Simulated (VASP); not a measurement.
Level of theory: vdW-DF2, VASP's PBE PAW potentials (set 64) (plane waves; VASP).

VASP ran on this input.

INCAR:
```
# general
SYSTEM  =CuI
PREC    =Accurate
ENCUT   =520
LREAL   =.False.   # projection in real space or not
LASPH   =.True.

# electronic loop
EDIFF   =1E-6   # SCF stop (eV)
NELM    =100
ALGO    =Normal
LMAXMIX =4   # l cut-off of mixed one-centre charges

# smearing
ISMEAR  =0   # Gaussian
SIGMA   =0.05   # width (eV)

# functional
GGA     =ML
LUSE_VDW=.True.
AGGAC   =0.0
ZAB_VDW =-1.8867

# ions
IBRION  =2   # conjugate gradients
NSW     =60   # most ionic steps
ISIF    =3
EDIFFG  =-0.01   # ionic stop

# output
LWAVE   =.False.
LCHARG  =.False.
```

File POSCAR:
```
CuI
1
    0.0000000000     3.1527127025     3.1527127025
    3.1527127025     0.0000000000     3.1527127025
    3.1527127025     3.1527127025    -0.0000000000
Cu I
1 1
Direct
  1.0000000000   1.0000000000   1.0000000000
  0.2500000000   0.2500000000   0.2500000000
```

### KPOINTS
```
kpoints
0
gamma
 7 7 7
0 0 0
```

POTCAR, in this order: Cu I (PBE.64 set). Program: vasp_std.

Unless said otherwise, spin-orbit coupling is left out, though it shifts the bands of the heavy elements here.

Q: Estimate the energy per atom (σ→0), band gap (on the k-mesh).

A: 
```
Quantity                           Value
------------------------  --------------
energy per atom (σ→0)     -0.208 eV/atom
band gap (on the k-mesh)         0.77 eV
```

### OSZICAR
```
...
DAV:   6    -0.490718038280E+00    0.69034E-01   -0.21974E+00   546   0.412E+01    0.253E+00
DAV:   7    -0.416605278932E+00    0.74113E-01   -0.46707E-01   560   0.231E+01    0.131E+00
DAV:   8    -0.417485548050E+00   -0.88027E-03   -0.27882E-02   800   0.248E+00    0.343E-01
DAV:   9    -0.416077440866E+00    0.14081E-02   -0.66854E-03   606   0.250E+00    0.142E-01
DAV:  10    -0.416137325236E+00   -0.59884E-04   -0.56155E-04   799   0.271E-01    0.187E-02
DAV:  11    -0.416137759366E+00   -0.43413E-06   -0.32075E-05   651   0.148E-01    0.193E-02
DAV:  12    -0.416137303870E+00    0.45550E-06   -0.78489E-06   757   0.926E-02
   1 F= -.41613730E+00 E0= -.41613730E+00  d E =-.416137E+00
```

The compound is CuI in the zinc blende structure. It was relaxed first, which changed the volume by +13 %. The start is the result of an earlier pass.
